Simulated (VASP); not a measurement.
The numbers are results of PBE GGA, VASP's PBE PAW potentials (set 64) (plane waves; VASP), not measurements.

A VASP calculation is set up with these files.

KPOINTS:
```
Automatic mesh
0
Gamma
18 18 18
0 0 0
```

**POSCAR**
```
Mo
1.0
 -1.5800013706   1.5800013706   1.5800013706
  1.5800013706  -1.5800013706   1.5800013706
  1.5800013706   1.5800013706  -1.5800013706
Mo
1
Direct
  0.0000000000   0.0000000000   0.0000000000
```

INCAR:
```
ALGO  =  Normal
EDIFF  =  1E-7
ENCUT  =  400
GGA  =  PE
ISIF  =  2
ISMEAR  =  -5
LASPH  =  .True.
LCHARG  =  .True.
LMAXMIX  =  4
LORBIT  =  11
LREAL  =  .False.
LWAVE  =  .False.
NEDOS  =  601
NELM  =  100
PREC  =  Accurate
SYSTEM  =  Mo
```

POTCAR, in this order: Mo_sv (PBE.64 set). Program: vasp_std.

The run wrote:

### OSZICAR
```
       N       E                     dE             d eps       ncg     rms          rms(c)
DAV:   1     0.734772546733E+02    0.73477E+02   -0.72807E+03  4370   0.108E+03
DAV:   2    -0.105215091625E+02   -0.83999E+02   -0.81312E+02  4683   0.301E+02
DAV:   3    -0.115981733513E+02   -0.10767E+01   -0.10698E+01  4911   0.338E+01
DAV:   4    -0.116008709526E+02   -0.26976E-02   -0.27006E-02  4740   0.199E+00
DAV:   5    -0.116008833331E+02   -0.12381E-04   -0.12397E-04  4966   0.132E-01    0.144E+01
DAV:   6    -0.110162519087E+02    0.58463E+00   -0.10503E+00  4617   0.124E+01    0.384E+00
DAV:   7    -0.109368670491E+02    0.79385E-01   -0.21472E-01  4988   0.521E+00    0.978E-01
DAV:   8    -0.109329731376E+02    0.38939E-02   -0.40763E-03  4527   0.900E-01    0.184E-01
DAV:   9    -0.109330542984E+02   -0.81161E-04   -0.12312E-04  5038   0.147E-01    0.743E-02
DAV:  10    -0.109330596172E+02   -0.53188E-05   -0.11041E-05  4590   0.427E-02    0.826E-03
DAV:  11    -0.109330622312E+02   -0.26139E-05   -0.43209E-07  5144   0.709E-03    0.112E-03
DAV:  12    -0.109330615460E+02    0.68520E-06   -0.12042E-08  2556   0.132E-03    0.626E-05
DAV:  13    -0.109330616029E+02   -0.56959E-07   -0.50943E-10  2376   0.315E-04
   1 F= -.10933062E+02 E0= -.10933062E+02  d E =0.000000E+00
```

**OUTCAR**
```
------------------------ aborting loop because EDIFF is reached ----------------------------------------
  FORCE on cell =-STRESS in cart. coord.  units (eV):
  Direction    XX          YY          ZZ          XY          YZ          ZX
  --------------------------------------------------------------------------------------
  Total        0.0008251      0.0008251      0.0008251     -0.0000000      0.0000000      0.0000000
  in kB        0.0837872      0.0837872      0.0837872     -0.0000000      0.0000000      0.0000000
  external PRESSURE =       0.0837872 kB  Pullay stress =       0.0000000 kB
  volume of cell :       15.78
      direct lattice vectors                 reciprocal lattice vectors
    -1.580001371  1.580001371  1.580001371     0.000000000  0.316455422  0.316455422
     1.580001371 -1.580001371  1.580001371     0.316455422  0.000000000  0.316455422
     1.580001371  1.580001371 -1.580001371     0.316455422  0.316455422  0.000000000
 POSITION                                       TOTAL-FORCE (eV/Angst)
 -----------------------------------------------------------------------------------
      0.00000      0.00000      0.00000         0.000000      0.000000      0.000000
 -----------------------------------------------------------------------------------
    total drift:                                0.000000     -0.000000      0.000000
  FREE ENERGIE OF THE ION-ELECTRON SYSTEM (eV)
  ---------------------------------------------------
  free  energy   TOTEN  =       -10.9330616029 eV

  energy  without entropy=      -10.9330616029  energy(sigma->0) =      -10.93306160

 total charge

# of ion       s       p       d       tot
------------------------------------------
    1        2.379   6.206   3.892  12.477
```
(Selected blocks of OUTCAR.)

For a metal the tetrahedron method with Blöchl corrections gives inexact stress and forces.

The compound is Mo in the bcc structure. It was relaxed first.
